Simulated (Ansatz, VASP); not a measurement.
## BP: VASP beside Ansatz

Wanted: the spread between two codes on one cell, functional and k mesh. The cell is taken from a series of runs on this material, whose earlier steps may have relaxed, scaled, displaced or heated it; both programs get it as it stands.

Calculated with Ansatz 0.2.0; plane waves, with VASP 6.6.1 beside it; zone-centre phonons at PBE.

**1. The starting structure**

The structure is cubic, space group F-43m (No. 216). The conventional cell has a = 4.525 Å, b = 4.525 Å, c = 4.525 Å, α = 90.00°, β = 90.00°, γ = 90.00°. B has 4 P at 1.96 Å nearest. Nearest to P lie 4 B at 1.96 Å. Farther neighbours are not listed.

Coordinates:

```
B P
1.0
     0.00000    2.26226    2.26226
     2.26226    0.00000    2.26226
     2.26226    2.26226    0.00000
B P
1 1
Direct
  0.00000 0.00000 0.00000
  0.25000 0.25000 0.25000
```

**2. VASP: zone-centre phonons, PBE, pair 1**

Second derivatives magnify differences that forces hide, and they need a tight electronic threshold.

Lines of VASP's logs that name or quote its potential files are left out, and so is its time.

INCAR reads:

```
SYSTEM = BP
PREC = Accurate
ENCUT = 500
EDIFF = 1E-08
NELM = 120
ISMEAR = 0
SIGMA = 0.01
LREAL = .FALSE.
ALGO = Normal
GGA = PE
NBANDS = 10
LORBIT = 11
LWAVE = .FALSE.
LCHARG = .FALSE.
ISIF = 2
IBRION = 8
LEPSILON = .TRUE.
LASPH = .TRUE.
GGA_COMPAT = .FALSE.
EFERMI = MIDGAP
KPAR = 2
```

POSCAR reads:

```
BP
1.0
    0.0000000000      2.2622563235      2.2622563235
    2.2622563235      0.0000000000      2.2622563235
    2.2622563235      2.2622563235      0.0000000000
B P
1 1
Direct
    0.0000000000      0.0000000000      0.0000000000
    0.2500000000      0.2500000000      0.2500000000
```

KPOINTS reads:

```
Automatic mesh
0
Gamma
10 10 10
0 0 0
```

The projector-augmented-wave data sets are B and P (PBE family, release 64).

Command:

```
> mpirun -np 2 vasp_std
```

Numbers of over 12 decimals in the logs are rounded to 6 here.

Output:

```text
[banner, memory and clock lines left out]
running    2 mpi-ranks, on    1 nodes
 distrk:  each k-point on    1 cores,    2 groups
 distr:  one band on    1 cores,    1 groups

 POSCAR found type information on POSCAR B P
 POSCAR found :  2 types and       2 ions
 LDA part: xc-table for (Slater+PW92), standard interpolation
 POSCAR, INCAR and KPOINTS ok, starting setup
 FFT: planning ... GRIDC
 FFT: planning ... GRID_SOFT
 FFT: planning ... GRID
 WAVECAR not read
 entering main loop
       N       E                     dE             d eps       ncg     rms          rms(c)
DAV:   1     0.944421733888E+01    0.94442E+01   -0.39678E+03   940   0.700E+02
DAV:   2    -0.129848391332E+02   -0.22429E+02   -0.21353E+02  1320   0.109E+02
DAV:   3    -0.136518155529E+02   -0.66698E+00   -0.66467E+00  1150   0.173E+01
DAV:   4    -0.136546188334E+02   -0.28033E-02   -0.28030E-02  1208   0.126E+00
DAV:   5    -0.136546310728E+02   -0.12239E-04   -0.12239E-04  1160   0.733E-02    0.730E+00
DAV:   6    -0.130288449118E+02    0.62579E+00   -0.14752E+00  1060   0.568E+00    0.395E+00
DAV:   7    -0.129354454826E+02    0.93399E-01   -0.25008E-01  1224   0.267E+00    0.133E+00
DAV:   8    -0.129274278050E+02    0.80177E-02   -0.28761E-02  1078   0.101E+00    0.209E-01
DAV:   9    -0.129277398823E+02   -0.31208E-03   -0.66150E-04  1090   0.188E-01    0.125E-01
DAV:  10    -0.129279371368E+02   -0.19725E-03   -0.28464E-04  1112   0.110E-01    0.294E-02
DAV:  11    -0.129279463573E+02   -0.92204E-05   -0.10029E-05  1222   0.226E-02    0.318E-02
DAV:  12    -0.129279473150E+02   -0.95772E-06   -0.38669E-06  1054   0.107E-02    0.836E-03
DAV:  13    -0.129279472619E+02    0.53082E-07   -0.81027E-08  1212   0.210E-03    0.466E-03
DAV:  14    -0.129279473325E+02   -0.70607E-07   -0.30542E-08  1040   0.106E-03    0.161E-04
DAV:  15    -0.129279473110E+02    0.21526E-07   -0.23647E-09   542   0.325E-04    0.665E-04
DAV:  16    -0.129279473129E+02   -0.19203E-08   -0.55241E-10   510   0.129E-04
   1 F= -.12927947E+02 E0= -.12927947E+02  d E =0.000000E+00
 Linear response reoptimize wavefunctions to high precision
DAV:   1    -0.129279473124E+02    0.54081E-09   -0.43850E-11   594   0.413E-05
DAV:   2    -0.129279473124E+02    0.12392E-10   -0.30637E-12   504   0.113E-05
 Linear response G [H, r] |phi>, progress :
  Direction:   1
       N       E                     dE             d eps       ncg     rms
RMM:   1    -0.448895671471E+02   -0.44890E+02   -0.92524E+01  2355   0.448E+01
RMM:   2    -0.331443152085E+02    0.11745E+02   -0.24407E+00  1530   0.112E+01
RMM:   3    -0.331536084145E+02   -0.92932E-02    0.32098E-02  1611   0.119E+00
RMM:   4    -0.331526238058E+02    0.98461E-03    0.75395E-02  1663   0.149E-01
RMM:   5    -0.331596490744E+02   -0.70253E-02    0.55570E-03  1660   0.196E-02
RMM:   6    -0.331600904584E+02   -0.44138E-03    0.11555E-03  1714   0.320E-03
RMM:   7    -0.331601995882E+02   -0.10913E-03    0.72282E-05  1651   0.782E-04
RMM:   8    -0.331602054338E+02   -0.58457E-05    0.73112E-06  1421   0.420E-04
RMM:   9    -0.331602053847E+02    0.49140E-07    0.15754E-05  1190   0.375E-04
RMM:  10    -0.331602062230E+02   -0.83828E-06    0.65698E-05  1104   0.374E-04
RMM:  11    -0.331602093571E+02   -0.31341E-05    0.24504E-05   949   0.374E-04
RMM:  12    -0.331602062582E+02    0.30989E-05    0.17647E-05   796   0.374E-04
 Linear response G [H, r] |phi>, progress :
  Direction:   2
       N       E                     dE             d eps       ncg     rms
RMM:   1    -0.411730192913E+02   -0.41173E+02   -0.87388E+01  2351   0.427E+01
RMM:   2    -0.339347683760E+02    0.72383E+01   -0.14120E+00  1518   0.954E+00
RMM:   3    -0.339693388210E+02   -0.34570E-01    0.49089E-02  1606   0.981E-01
RMM:   4    -0.339688721309E+02    0.46669E-03    0.75448E-02  1664   0.126E-01
RMM:   5    -0.339758916996E+02   -0.70196E-02    0.55505E-03  1670   0.167E-02
RMM:   6    -0.339763320392E+02   -0.44034E-03    0.11571E-03  1718   0.265E-03
RMM:   7    -0.339764385491E+02   -0.10651E-03    0.10143E-04  1634   0.566E-04
RMM:   8    -0.339764497665E+02   -0.11217E-04   -0.36910E-06  1412   0.261E-04
RMM:   9    -0.339764501739E+02   -0.40737E-06    0.12528E-05  1222   0.225E-04
RMM:  10    -0.339764515072E+02   -0.13333E-05    0.88664E-05  1149   0.221E-04
RMM:  11    -0.339764488126E+02    0.26946E-05    0.81470E-05   966   0.220E-04
RMM:  12    -0.339764485349E+02    0.27767E-06    0.65022E-05   810   0.221E-04
 Linear response G [H, r] |phi>, progress :
  Direction:   3
       N       E                     dE             d eps       ncg     rms
RMM:   1    -0.248575502489E+02   -0.24858E+02    0.66562E+01  2246   0.417E+01
RMM:   2    -0.203127651992E+02    0.45448E+01   -0.24336E+00  1512   0.101E+01
RMM:   3    -0.202823799624E+02    0.30385E-01   -0.43931E-02  1591   0.114E+00
RMM:   4    -0.202815773149E+02    0.80265E-03   -0.43766E-04  1644   0.145E-01
RMM:   5    -0.202815773234E+02   -0.85637E-08   -0.11199E-05  1653   0.201E-02
RMM:   6    -0.202815774582E+02   -0.13472E-06   -0.25051E-07  1663   0.321E-03
RMM:   7    -0.202815774760E+02   -0.17887E-07   -0.12207E-06  1585   0.679E-04
RMM:   8    -0.202815773206E+02    0.15543E-06   -0.34925E-06  1401   0.278E-04
RMM:   9    -0.202815773527E+02   -0.32082E-07   -0.15472E-06  1169   0.223E-04
[...]
RMM:   6    -0.565477092060E+00   -0.11549E-03   -0.38742E-06  5917   0.126E-02    0.103E-02
RMM:   7    -0.565720765875E+00   -0.24367E-03   -0.18802E-06  5727   0.980E-03    0.556E-04
RMM:   8    -0.565730008956E+00   -0.92431E-05   -0.35836E-08  6128   0.864E-04    0.264E-04
RMM:   9    -0.565733543005E+00   -0.35340E-05   -0.13118E-08  5930   0.504E-04    0.963E-05
RMM:  10    -0.565733678288E+00   -0.13528E-06    0.26704E-09  5001   0.645E-05    0.276E-05
RMM:  11    -0.565733850428E+00   -0.17214E-06   -0.47091E-09  4380   0.739E-05    0.316E-06
 change of polarisation eV/A/(eV/A) component  1 :     1.058     0.289     0.181
 dielectric tensor                  component  1 :     9.268     2.255     1.414
 Linear response to external field, progress :
  Direction:   2
       N       E                     dE             d eps       ncg     rms          rms(c)
RMM:   1    -0.530652536440E+00   -0.53065E+00   -0.23796E+00  7735   0.295E+00
RMM:   2    -0.550977702687E+00   -0.20325E-01   -0.53155E-03  5553   0.448E-01    0.122E+00
RMM:   3    -0.539897094294E+00    0.11081E-01   -0.65883E-03  5681   0.471E-01    0.702E-01
RMM:   4    -0.558863551379E+00   -0.18966E-01   -0.69195E-03  5647   0.497E-01    0.129E-01
RMM:   5    -0.565361624147E+00   -0.64981E-02   -0.19501E-04  5679   0.988E-02    0.210E-02
RMM:   6    -0.565476972245E+00   -0.11535E-03   -0.38985E-06  5918   0.126E-02    0.103E-02
RMM:   7    -0.565720663429E+00   -0.24369E-03   -0.18880E-06  5733   0.980E-03    0.556E-04
RMM:   8    -0.565729909000E+00   -0.92456E-05   -0.43948E-08  6114   0.865E-04    0.264E-04
RMM:   9    -0.565733441891E+00   -0.35329E-05   -0.21050E-08  5940   0.504E-04    0.964E-05
RMM:  10    -0.565733577900E+00   -0.13601E-06   -0.78596E-09  4967   0.649E-05    0.275E-05
RMM:  11    -0.565733750428E+00   -0.17253E-06   -0.11727E-08  4401   0.742E-05    0.325E-06
 change of polarisation eV/A/(eV/A) component  2 :     0.255     1.058     0.170
 dielectric tensor                  component  2 :     1.990     9.268     1.331
 Linear response to external field, progress :
  Direction:   3
       N       E                     dE             d eps       ncg     rms          rms(c)
RMM:   1    -0.530594590070E+00   -0.53059E+00   -0.23790E+00  7736   0.295E+00
RMM:   2    -0.550975881694E+00   -0.20381E-01   -0.53624E-03  5553   0.448E-01    0.122E+00
RMM:   3    -0.539896799156E+00    0.11079E-01   -0.65942E-03  5681   0.471E-01    0.702E-01
RMM:   4    -0.558862846317E+00   -0.18966E-01   -0.69214E-03  5647   0.497E-01    0.129E-01
RMM:   5    -0.565361159606E+00   -0.64983E-02   -0.19507E-04  5684   0.988E-02    0.210E-02
RMM:   6    -0.565477158831E+00   -0.11600E-03   -0.38940E-06  5917   0.126E-02    0.103E-02
RMM:   7    -0.565720663998E+00   -0.24351E-03   -0.18818E-06  5737   0.979E-03    0.556E-04
RMM:   8    -0.565729920497E+00   -0.92565E-05   -0.39461E-08  6123   0.865E-04    0.264E-04
RMM:   9    -0.565733444155E+00   -0.35237E-05   -0.14437E-08  5945   0.503E-04    0.962E-05
RMM:  10    -0.565733581809E+00   -0.13765E-06    0.55737E-09  4954   0.645E-05    0.276E-05
RMM:  11    -0.565733752410E+00   -0.17060E-06    0.17619E-08  4396   0.738E-05    0.322E-06
 change of polarisation eV/A/(eV/A) component  3 :     0.206     0.264     1.058
 dielectric tensor                  component  3 :     1.607     2.062     9.268
 Linear response DOF=           2
 Linear response progress:
  Degree of freedom:   1/  2
       N       E                     dE             d eps       ncg     rms          rms(c)
RMM:   1    -0.457774495984E-01   -0.45777E-01   -0.71336E-03  8316   0.115E+00
RMM:   2    -0.420782277601E-01    0.36992E-02   -0.22068E-03  5392   0.241E-01    0.144E-01
RMM:   3    -0.420047153477E-01    0.73512E-04   -0.47415E-04  5547   0.854E-02    0.767E-02
RMM:   4    -0.423883418370E-01   -0.38363E-03   -0.37870E-04  5440   0.818E-02    0.966E-03
RMM:   5    -0.423377849739E-01    0.50557E-04   -0.12032E-05  5768   0.119E-02    0.115E-03
RMM:   6    -0.423369044332E-01    0.88054E-06   -0.13255E-06  5793   0.153E-03    0.551E-04
RMM:   7    -0.423353243229E-01    0.15801E-05   -0.12029E-06  5867   0.479E-04    0.112E-04
RMM:   8    -0.423356320174E-01   -0.30769E-06   -0.52695E-07  5974   0.125E-04    0.259E-05
RMM:   9    -0.423355068748E-01    0.12514E-06   -0.30752E-07  6072   0.444E-05    0.555E-06
RMM:  10    -0.423355373020E-01   -0.30427E-07   -0.39686E-07  6158   0.178E-05    0.154E-06
RMM:  11    -0.423355264677E-01    0.10834E-07   -0.40465E-07  5583   0.118E-05    0.394E-07
RMM:  12    -0.423355285489E-01   -0.20811E-08   -0.45826E-07  3704   0.966E-06    0.112E-07
RMM:  13    -0.423355281927E-01    0.35618E-09   -0.43144E-07  2425   0.972E-06    0.206E-08
 first order change of Fermi-energy  -0.25932E+01
 force on displaced ion       1 direction 1 : -19.388  -0.000  -0.000
 Born effective charge ion    1 direction 1 :  -0.532   0.000   0.000
 Linear response progress:
  Degree of freedom:   2/  2
       N       E                     dE             d eps       ncg     rms          rms(c)
RMM:   1    -0.437061020605E-01   -0.43706E-01    0.18740E-03  7972   0.142E+00
RMM:   2    -0.404693593068E-01    0.32367E-02    0.16089E-03  5306   0.221E-01    0.147E-01
RMM:   3    -0.407312493702E-01   -0.26189E-03    0.64258E-05  5626   0.371E-02    0.842E-02
RMM:   4    -0.410258783087E-01   -0.29463E-03   -0.14738E-04  5535   0.384E-02    0.867E-03
RMM:   5    -0.409806494934E-01    0.45229E-04   -0.22470E-05  5828   0.661E-03    0.423E-03
RMM:   6    -0.409712244957E-01    0.94250E-05   -0.21038E-06  5823   0.985E-04    0.256E-03
RMM:   7    -0.409693198927E-01    0.19046E-05    0.15744E-07  5766   0.800E-04    0.118E-04
RMM:   8    -0.409685631390E-01    0.75675E-06    0.36336E-07  5906   0.112E-04    0.486E-05
RMM:   9    -0.409684726807E-01    0.90458E-07    0.85603E-07  5982   0.517E-05    0.162E-05
RMM:  10    -0.409685212812E-01   -0.48601E-07    0.90435E-07  6201   0.221E-05    0.102E-05
RMM:  11    -0.409685267732E-01   -0.54920E-08    0.63796E-07  5634   0.155E-05    0.302E-07
RMM:  12    -0.409685312956E-01   -0.45224E-08    0.54388E-07  3860   0.131E-05    0.181E-07
RMM:  13    -0.409685334412E-01   -0.21455E-08    0.52260E-07  2393   0.131E-05    0.109E-08
 first order change of Fermi-energy   0.25935E+01
 force on displaced ion       2 direction 1 : -19.393   0.000   0.000
 Born effective charge ion    2 direction 1 :   0.515   0.000   0.000
 Born effective charges drift removed
 Linear response finished
```

Parts of OUTCAR (step 2):

```text
ion  position               nearest neighbor table
   1  0.000  0.000  0.000-   2 1.96   2 1.96   2 1.96   2 1.96
   2  0.250  0.250  0.250-   1 1.96   1 1.96   1 1.96   1 1.96

  LATTYP: Found a face centered cubic cell.
 ALAT       =     4.5245126470

 Subroutine GETGRP returns: Found 24 space group operations
 (whereof 24 operations were pure point group operations)

The static configuration has the point symmetry T_d .

 Found     47 irreducible k-points:

   k-points           NKPTS =     47   k-points in BZ     NKDIM =     47   number of bands    NBANDS=     10

   dimension x,y,z NGX =    24 NGY =   24 NGZ =   24
   dimension x,y,z NGXF=    48 NGYF=   48 NGZF=   48

   ENCUT  =  500.0 eV  36.75 Ry    6.06 a.u.   5.83  5.83  5.83*2*pi/ulx,y,z

   NELECT =       8.0000    total number of electrons

 k-points in reciprocal lattice and weights: Automatic mesh
   0.00000000  0.00000000  0.00000000       0.001
   0.10000000  0.00000000  0.00000000       0.008
   0.20000000  0.00000000  0.00000000       0.008
   0.30000000  0.00000000  0.00000000       0.008
   0.40000000  0.00000000  0.00000000       0.008
   0.50000000  0.00000000  0.00000000       0.004
   0.10000000  0.10000000  0.00000000       0.006
   0.20000000  0.10000000  0.00000000       0.024
   0.30000000  0.10000000  0.00000000       0.024
[...]
-0.30000000  0.40000000  0.20000000       0.024
  -0.30000000  0.50000000  0.20000000       0.012

 average (electrostatic) potential at core
       1 -24.6633       2 -81.1783

  Total        0.3482779      0.3482779      0.3482779      0.0000000      0.0000000      0.0000000
  in kB       24.0980044     24.0980044     24.0980044      0.0000000      0.0000000      0.0000000
  external PRESSURE =      24.0980044 kB  Pullay stress =       0.0000000 kB

  energy-cutoff  :      500.00
  volume of cell :       23.16
      direct lattice vectors                 reciprocal lattice vectors
     0.000000000  2.262256323  2.262256323    -0.221018279  0.221018279  0.221018279
     2.262256323  0.000000000  2.262256323     0.221018279 -0.221018279  0.221018279
     2.262256323  2.262256323  0.000000000     0.221018279  0.221018279 -0.221018279

 POSITION                                       TOTAL-FORCE (eV/Angst)
 -----------------------------------------------------------------------------------
      0.00000      0.00000      0.00000        -0.000000     -0.000000     -0.000000
      1.13113      1.13113      1.13113         0.000000      0.000000      0.000000
 -----------------------------------------------------------------------------------
    total drift:                                0.000000      0.000000      0.000000

 MACROSCOPIC STATIC DIELECTRIC TENSOR (including local field effects in DFT)
 ------------------------------------------------------
           9.267845     0.000000     0.000000
          -0.000000     9.267845     0.000000
           0.000000     0.000000     9.267845
 ------------------------------------------------------

 PIEZOELECTRIC TENSOR (including local field effects)  for field in x, y, z        (C/m^2)
          XX          YY          ZZ          XY          YZ          ZX
  --------------------------------------------------------------------------------
  x    -0.00000    -0.00000    -0.00000     0.00000     0.12579     0.00000
  y     0.00000    -0.00000     0.00000     0.00000     0.00000     0.12579
  z     0.00000     0.00000     0.00000     0.12579     0.00000     0.00000

 BORN EFFECTIVE CHARGES (including local field effects) (in |e|, cummulative output)
 ---------------------------------------------------------------------------------
 ion    1
    1    -0.52559     0.00000     0.00000
    2     0.00000    -0.52559     0.00000
    3    -0.00000     0.00000    -0.52559
 ion    2
    1     0.52559    -0.00000    -0.00000
    2     0.00000     0.52559    -0.00000
    3     0.00000    -0.00000     0.52559

 Eigenvectors and eigenvalues of the dynamical matrix
 ----------------------------------------------------

   1 f  =   24.316990 THz   152.788154 2PiTHz  811.127477 cm-1   100.566945 meV
             X         Y         Z           dx          dy          dz
      0.000000  0.000000  0.000000     0.000000    0.860939    0.000000
      1.131128  1.131128  1.131128     0.000000   -0.508708    0.000000

   2 f  =   24.316990 THz   152.788154 2PiTHz  811.127477 cm-1   100.566945 meV
             X         Y         Z           dx          dy          dz
      0.000000  0.000000  0.000000     0.860939    0.000000    0.000000
      1.131128  1.131128  1.131128    -0.508708    0.000000    0.000000

   3 f  =   24.316990 THz   152.788154 2PiTHz  811.127477 cm-1   100.566945 meV
             X         Y         Z           dx          dy          dz
      0.000000  0.000000  0.000000     0.000000    0.000000    0.860939
      1.131128  1.131128  1.131128     0.000000    0.000000   -0.508708

   4 f/i=    0.001517 THz     0.009533 2PiTHz    0.050611 cm-1     0.006275 meV
             X         Y         Z           dx          dy          dz
      0.000000  0.000000  0.000000    -0.508708    0.000000    0.000000
      1.131128  1.131128  1.131128    -0.860939    0.000000    0.000000

   5 f/i=    0.001517 THz     0.009533 2PiTHz    0.050611 cm-1     0.006275 meV
             X         Y         Z           dx          dy          dz
      0.000000  0.000000  0.000000     0.000000   -0.508708    0.000000
      1.131128  1.131128  1.131128     0.000000   -0.860939    0.000000

   6 f/i=    0.001517 THz     0.009533 2PiTHz    0.050611 cm-1     0.006275 meV
             X         Y         Z           dx          dy          dz
      0.000000  0.000000  0.000000     0.000000    0.000000   -0.508708
      1.131128  1.131128  1.131128     0.000000    0.000000   -0.860939

 MACROSCOPIC STATIC DIELECTRIC TENSOR IONIC CONTRIBUTION
 ------------------------------------------------------
           0.111329    -0.000000    -0.000000
          -0.000000     0.111329    -0.000000
          -0.000000    -0.000000     0.111329
 ------------------------------------------------------

 ELASTIC MODULI CONTR FROM IONIC RELAXATION (kBar)
 Direction    XX          YY          ZZ          XY          YZ          ZX
 --------------------------------------------------------------------------------
 XX          -0.0000      0.0000      0.0000      0.0000      0.0000      0.0000
 YY           0.0000     -0.0000      0.0000      0.0000      0.0000     -0.0000
 ZZ           0.0000      0.0000     -0.0000      0.0000      0.0000      0.0000
 XY           0.0000      0.0000      0.0000   -194.2158      0.0000      0.0000
 YZ           0.0000      0.0000      0.0000      0.0000   -194.2158      0.0000
 ZX           0.0000     -0.0000      0.0000      0.0000      0.0000   -194.2158
 --------------------------------------------------------------------------------

 PIEZOELECTRIC TENSOR IONIC CONTR  for field in x, y, z        (C/m^2)
          XX          YY          ZZ          XY          YZ          ZX
  --------------------------------------------------------------------------------
  x     0.00000     0.00000    -0.00000     0.00000    -0.13836     0.00000
  y     0.00000    -0.00000    -0.00000     0.00000     0.00000    -0.13836
  z     0.00000     0.00000     0.00000    -0.13836    -0.00000     0.00000
```

[end of part 1 of 2]

[Lines on the potential files, build, host, timing and source positions are cut from VASP's logs without a mark.]

[Logs are printed without paths, hosts, clocks, repeated set-up lines and the standing remarks that a program may print on its own settings, such as how far it seeks lower states.]

[Hosts, paths, dates, database ids (printed as entryN), source tags and the programs' standing remarks are cut or masked in the printed files.]
